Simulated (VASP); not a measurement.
Data:

```
CELL_PARAMETERS angstrom
      0.00000     3.00371     3.00371
      3.00371     0.00000     3.00371
      3.00371     3.00371     0.00000
ATOMIC_POSITIONS crystal
  Ta 0.75000 0.75000 0.75000
  Ta 0.50000 0.50000 0.50000
```

Method: PBEsol GGA with spin-orbit coupling, VASP's PBE PAW potentials (set 64) (plane waves; VASP 6.6.1). Numerical set-up: 400 eV cut-off, 10×10×10 Γ-centred mesh, Gaussian smearing of 0.050 eV, potentials Ta_pv.

Problem. Give the energies of bands 15 to 28 at the high-symmetry points, in eV from the Fermi level.

Solution. 
| band | Γ | X | U | L | W |
|---|---|---|---|---|---|
| 15 | -1.06 | -2.07 | -1.73 | -1.32 | -2.03 |
| 16 | -1.06 | -2.07 | -1.73 | -1.32 | -2.03 |
| 17 | -1.06 | -0.94 | -1.49 | -0.97 | -1.19 |
| 18 | -1.06 | -0.94 | -1.49 | -0.97 | -1.19 |
| 19 | -0.33 | -0.94 | -0.73 | -0.79 | -1.08 |
| 20 | -0.33 | -0.94 | -0.73 | -0.79 | -1.08 |
| 21 | -0.24 | -0.26 | -0.67 | -0.40 | 0.62 |
| 22 | -0.24 | -0.26 | -0.67 | -0.40 | 0.62 |
| 23 | -0.24 | -0.26 | 1.05 | -0.33 | 0.76 |
| 24 | -0.24 | -0.26 | 1.05 | -0.33 | 0.76 |
| 25 | 1.95 | 1.87 | 1.35 | -0.02 | 0.93 |
| 26 | 1.95 | 1.87 | 1.35 | -0.02 | 0.93 |
| 27 | 2.25 | 1.87 | 1.75 | 3.27 | 0.98 |
| 28 | 2.25 | 1.87 | 1.75 | 3.27 | 0.98 |

It has no gap at this level: it comes out as a metal or semimetal.

The structure was generated: Ta was put into the diamond type (Fd-3m), which need not be its known phase. It was relaxed first, which changed the volume by +6 %.
